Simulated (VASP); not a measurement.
```
CdI2
1.0
    2.11072    -3.65587     0.00000
    2.11072     3.65587     0.00000
    0.00000     0.00000     6.85359
Cd I
1 2
Direct
  0.00000   0.00000   0.00000
  0.33333   0.66667   0.24859
  0.66667   0.33333   0.75141
```

All values below come from PBEsol GGA, VASP's PBE PAW potentials (set 64) (plane waves; VASP). Run with 400 eV cut-off, 8×8×4 Γ-centred mesh, Gaussian smearing of 0.010 eV, potentials Cd I.

Without a dispersion term in the relaxation, distances and binding between the weakly bound layers, chains or molecules are unreliable, and so is what depends on them.

**Question.** Estimate the energy per atom (σ→0).

**Answer.** 
The energy per atom (σ→0) is -2.125 eV/atom.

Total energies compare only between runs with the same potentials, cut-off and functional.

The compound is CdI2 in the 1T layered structure. It was relaxed first.
